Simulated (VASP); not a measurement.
Crystal: GaSn.

```
CELL_PARAMETERS angstrom
0.00000 2.90288 3.09822
2.72925 0.00000 3.09822
2.72925 2.90288 0.00000
ATOMIC_POSITIONS crystal
Ga 0.50000 0.50000 0.50000
Sn 0.00000 0.00000 0.00000
```

The cell was built by a generator and needn't be a form met in nature.

```yaml
Program: VASP 6.6.1
Task: relaxation of cell and atoms
Functional: BLYP
Potentials_or_basis: VASP PAW PBE potentials, release 64 (Ga_d, Sn_d)
Cutoff: 600 eV
k_mesh: 8 × 8 × 8
Occupations: fermi-dirac, width 0.05 eV
Spin: no spin polarisation
```

At the start: pressure 5.3 GPa; volume 24.55 Å³/atom.

Q: How do energy, volume and symmetry change on relaxing?

A: Over 9 steps the energy falls by 87.6 meV/atom and the volume is 26.98 Å³/atom (+9.9 %); space group Fm-3m (No. 225, to 0.05 Å).

The path:
```csv
step,energy change (eV),largest force (eV/Å),pressure (GPa),volume (Å³)
1,0.0000,0.0000,5.31,49.09
2,-0.1613,0.0000,-0.52,55.01
3,-0.1619,0.0000,-1.18,56.14
4,-0.1626,0.0000,-0.89,55.66
5,-0.1735,0.0000,-0.42,54.70
6,-0.1750,0.0000,-0.20,54.27
7,-0.1750,0.0000,-0.11,54.14
8,-0.1750,0.0000,-0.16,54.17
9,-0.1752,0.0000,-0.06,53.96
```

Final structure:
```
Ga Sn
1.0
     0.00000    2.99820    2.99932
     3.00029    0.00000    2.99932
     3.00029    2.99820    0.00000
Ga Sn
1 1
Direct
  0.50000 0.50000 0.50000
  0.00000 0.00000 0.00000
```

Caveat: the PAW data sets were made with another functional, which shifts forces and pressure a little.
